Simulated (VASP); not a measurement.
# Rb2HgHF2 (P4/mmm) in VASP: single point with PBE+D3(BJ)

Aim: the single point of Rb2HgHF2 with PBE+D3(BJ).

Everything below comes from runs of VASP 6.6.1. Logs are shortened: lines on timing, memory, paths and dates and some standing lists are left out, and cuts for length are marked.

### 1 The crystal as given

Symmetry: P4/mmm, No. 123, tetragonal system. Conventional cell: a = 3.679 Å, b = 3.679 Å, c = 12.713 Å, α = 90.00°, β = 90.00°, γ = 90.00°. Rb (site symmetry 4mm) has 1 F at 2.38 Å as nearest neighbours. Hg (site symmetry 4/mmm) is surrounded by 2 F at 2.25 Å. Around H (site symmetry 4/mmm) lie 8 Rb at 3.12 Å. F (site symmetry 4mm) has 1 Hg at 2.25 Å and 1 Rb at 2.38 Å as nearest neighbours.

The cell was built by a generator and needn't be a form met in nature.

### 2 Single point, PBE+D3(BJ)

INCAR

```
PREC = Accurate ; ENCUT = 520
EDIFF = 1E-6 ; ISMEAR = 0
SIGMA = 0.1 ; LREAL = F
LASPH = T ; NELM = 100
ALGO = Fast ; ISIF = 2
LWAVE = F ; LCHARG = F
GGA = PE ; IVDW = 12
NBANDS = 32
```

KPOINTS

```
Automatic mesh
0
Gamma
  10 10 4
```

POSCAR

```
Rb2HgHF2
1.0
    3.6793853841      0.0000000000      0.0000000000
    0.0000000000      3.6793853841      0.0000000000
    0.0000000000      0.0000000000     12.7127494399
Rb Hg H F
2 1 1 2
Direct
    0.0000000000      0.0000000000      0.1354119278
    0.0000000000      0.0000000000      0.8645880722
    0.0000000000      0.0000000000      0.5000000000
    0.5000000000      0.5000000000      0.0000000000
    0.0000000000      0.0000000000      0.6769877772
    0.0000000000      0.0000000000      0.3230122228
```

Potentials or basis: VASP PAW PBE potentials, release 64 (Rb_sv, Hg, H, F).

Command:

```console
$ cat potpaw_PBE.64/Rb_sv/POTCAR potpaw_PBE.64/Hg/POTCAR potpaw_PBE.64/H/POTCAR potpaw_PBE.64/F/POTCAR > POTCAR
$ mpirun -np 1 vasp_std > vasp.out
```

OUTCAR:

```text
PREC = Accurate
   ENCUT = 520
   EDIFF = 1E-6
   ISMEAR = 0
   LREAL = F
   LASPH = T
   NELM = 100
   ISIF = 2
   GGA = PE
   IVDW = 12
 IVDW          = 12

 ion  position               nearest neighbor table
   1  0.000  0.000  0.135-   6 2.38   4 3.12   4 3.12   4 3.12   4 3.12   2 3.44   3 4.63   2 5.04
                             2 5.04   2 5.04   2 5.04
   2  0.000  0.000  0.865-   5 2.38   4 3.12   4 3.12   4 3.12   4 3.12   1 3.44   3 4.63   1 5.04
                             1 5.04   1 5.04   1 5.04
   3  0.000  0.000  0.500-   5 2.25   6 2.25   1 4.63   2 4.63
   4  0.500  0.500  0.000-   1 3.12   2 3.12   1 3.12   2 3.12   1 3.12   2 3.12   1 3.12   2 3.12

   5  0.000  0.000  0.677-   3 2.25   2 2.38
   6  0.000  0.000  0.323-   3 2.25   1 2.38

  LATTYP: Found a simple tetragonal cell.
 ALAT       =     3.6793853841
 C/A-ratio  =     3.4551285372

  Lattice vectors:

 A1 = (   3.6793853841,   0.0000000000,   0.0000000000)
 A2 = (   0.0000000000,   3.6793853841,   0.0000000000)
 A3 = (   0.0000000000,   0.0000000000,  12.7127494399)

Analysis of symmetry for initial positions (statically):
=====================================================================
 Subroutine PRICEL returns:
 Original cell was already a primitive cell.

 Routine SETGRP: Setting up the symmetry group for a
 simple tetragonal supercell.

 Subroutine GETGRP returns: Found 16 space group operations
 (whereof 16 operations were pure point group operations)
 out of a pool of 16 trial point group operations.

The static configuration has the point symmetry D_4h.

Analysis of symmetry for dynamics (positions and initial velocities):
=====================================================================
 Subroutine PRICEL returns:
 Original cell was already a primitive cell.

 Routine SETGRP: Setting up the symmetry group for a
 simple tetragonal supercell.

 Subroutine GETGRP returns: Found 16 space group operations
 (whereof 16 operations were pure point group operations)
 out of a pool of 16 trial point group operations.

The dynamic configuration has the point symmetry D_4h.

 Subroutine INISYM returns: Found 16 space group operations
 (whereof 16 operations are pure point group operations),
 and found     1 'primitive' translations

----------------------------------------------------------------------------------------

                                     Primitive cell

  volume of cell :     172.1036

  direct lattice vectors                    reciprocal lattice vectors
     3.679385384  0.000000000  0.000000000     0.271784523  0.000000000  0.000000000
     0.000000000  3.679385384  0.000000000     0.000000000  0.271784523  0.000000000
[... 103 lines left out ...]
   PSTRESS=    0.0 pullay stress
   NELECT =      45.0000    total number of electrons
   NUPDOWN=      -1.0000    fix difference up-down
   EMIN   =  10.00;   EMAX   =-10.00  energy-range for DOS
   EFERMI =   0.00;   METHOD = LEGACY
   ISMEAR =     0;   SIGMA  =   0.10  broadening in eV -4-tet -1-fermi 0-gaus
   EFERMI_NEDOS =   21; number of points for ismear=-14 and -15
   IALGO  =     68    algorithm
   IMIX   =      4    mixing-type and parameters
     AMIX     =   0.40;   BMIX     =  1.00
     AMIX_MAG =   1.60;   BMIX_MAG =  1.00
  volume/ion in A,a.u.               =      28.68       193.57
  Fermi-wavevector in a.u.,A,eV,Ry     =   1.046845  1.978250 14.910409  1.095884
  Thomas-Fermi vector in A             =   2.181700
   LORBIT       =      0    0 simple, 1 ext, 2 COOP (PROOUT), +10 PAW based schemes
   GGA     = PE    functional components
   LHFCALC =     F    Hartree Fock is set to
   AEXX    =    0.0000 exact exchange contribution
   IVDW    =    12    specifies the selected vdW correction
   LEPSILON=     F    determine dielectric tensor
   LRPA    =     F    only Hartree local field effects (RPA)
 non-spin polarized calculation
 RMM-DIIS sequential band-by-band and
 Gauss-broadening in eV      SIGMA  =   0.10
  energy-cutoff  :      520.00
  volume of cell :      172.10
 maximum number of plane-waves:      4684
 NGX is ok and might be reduce to    28
   NGX = 13   NGY = 13   NGZ = 47

 number of electron      44.9999982 magnetization

 Free energy of the ion-electron system (eV)
  ---------------------------------------------------
  ext. energy  EPLUGINS =         0.00000000
  ---------------------------------------------------
  free energy    TOTEN  =       -14.74024564 eV

  energy without entropy =      -14.73304011  energy(sigma->0) =      -14.73664287

 E-fermi :  -0.2032     XC(G=0):  -7.1454

 val. band max:       -0.2192989130   @ k =   0.4000   0.0000   0.2500
 cond. band min:      -0.1991407018   @ k =   0.4000   0.1000   0.0000
 fundamental gap:      0.0201582112
 Fermi energy:        -0.2032208113

 k-point     1 :       0.0000    0.0000    0.0000
  band No.  band energies     occupation
      1     -28.1831      2.00000
      2     -28.1133      2.00000
      3     -22.2182      2.00000
      4     -22.1657      2.00000
      5     -12.5079      2.00000
      6     -11.9753      2.00000
[... 829 lines left out ...]
     31       6.3194      0.00000
     32       6.5527      0.00000

 [... further k-points ...]

------------------------ aborting loop because EDIFF is reached ----------------------------------------

 Edisp (eV)   -0.70325

 E8    (eV) :    -0.3357

  FORCE on cell =-STRESS in cart. coord.  units (eV):
  Direction    XX          YY          ZZ          XY          YZ          ZX
  --------------------------------------------------------------------------------------
  -------------------------------------------------------------------------------------
  Total      -0.07007    -0.07007     0.39912     0.00000     0.00000    -0.00000
  in kB      -0.65233    -0.65233     3.71552     0.00000     0.00000    -0.00000
  external pressure =        0.80 kB  Pullay stress =        0.00 kB

 VOLUME and BASIS-vectors are now :
 -----------------------------------------------------------------------------
  energy-cutoff  :      520.00
  volume of cell :      172.10
      direct lattice vectors                 reciprocal lattice vectors
     3.679385384  0.000000000  0.000000000     0.271784523  0.000000000  0.000000000
     0.000000000  3.679385384  0.000000000     0.000000000  0.271784523  0.000000000
     0.000000000  0.000000000 12.712749440     0.000000000  0.000000000  0.078661190

 POSITION                                       TOTAL-FORCE (eV/Angst)
 -----------------------------------------------------------------------------------
      0.00000      0.00000      1.72146         0.000000      0.000000     -0.037937
      0.00000      0.00000     10.99129        -0.000000     -0.000000      0.037937
      0.00000      0.00000      6.35637         0.000000      0.000000     -0.000000
      1.83969      1.83969      0.00000         0.000000      0.000000     -0.000000
      0.00000      0.00000      8.60638         0.000000      0.000000      0.026559
      0.00000      0.00000      4.10637        -0.000000      0.000000     -0.026559
 -----------------------------------------------------------------------------------
    total drift:                               -0.000000     -0.000000      0.000000

  FREE ENERGIE OF THE ION-ELECTRON SYSTEM (eV)
  ---------------------------------------------------
  free  energy   TOTEN  =       -15.4434910474 eV

  energy  without entropy=      -15.4362855107  energy(sigma->0) =      -15.43988828
```

OSZICAR:

```text
N       E                     dE             d eps       ncg     rms          rms(c)
DAV:   1     0.323537591179E+03    0.32354E+03   -0.20683E+04  4032   0.122E+03
DAV:   2     0.850947340581E+01   -0.31503E+03   -0.30002E+03  4976   0.293E+02
DAV:   3    -0.180114804445E+02   -0.26521E+02   -0.26364E+02  5640   0.845E+01
[... 12 lines left out ...]
RMM:  16    -0.147402377414E+02   -0.10945E-04   -0.10149E-04  6082   0.226E-02    0.340E-03
RMM:  17    -0.147402420614E+02   -0.43200E-05   -0.37364E-05  5345   0.139E-02    0.257E-03
RMM:  18    -0.147402441151E+02   -0.20537E-05   -0.19730E-05  4791   0.982E-03    0.494E-03
RMM:  19    -0.147402451899E+02   -0.10747E-05   -0.87365E-06  4494   0.761E-03    0.231E-03
RMM:  20    -0.147402456422E+02   -0.45229E-06   -0.44634E-06  3438   0.448E-03
   1 F= -.15443491E+02 E0= -.15439888E+02  d E =-.720554E-02
```

Wall time 7.3 min (1 thread of Intel Xeon Platinum 8488C (Sapphire Rapids), shared host); peak memory 0.5 GiB.

What came out:

```yaml
Free_energy: -15.4435 eV
Pressure: 0.1 GPa
Largest_force: 0.038 eV/Å
Band_gap_on_the_k_mesh: none (metal or under the smearing width)
Dispersion_energy_per_atom: -0.117 eV
```

Forces in eV/Å, atoms in the order of the input:
```
Rb   0.000  0.000 -0.038
Rb   0.000  0.000  0.038
Hg   0.000  0.000  0.000
H    0.000  0.000  0.000
F    0.000  0.000  0.027
F    0.000  0.000 -0.027
```

Stress tensor (GPa, compression positive):
```
-0.07  0.00  0.00
 0.00 -0.07  0.00
 0.00  0.00  0.37
```

Caveat: an odd number of electrons without spin polarisation forces a metal; a magnetic or distorted state may lie lower; pairwise dispersion overbinds metals, which lowers pressure and volume. The run has no spin-orbit coupling, so splittings on Hg are missing.
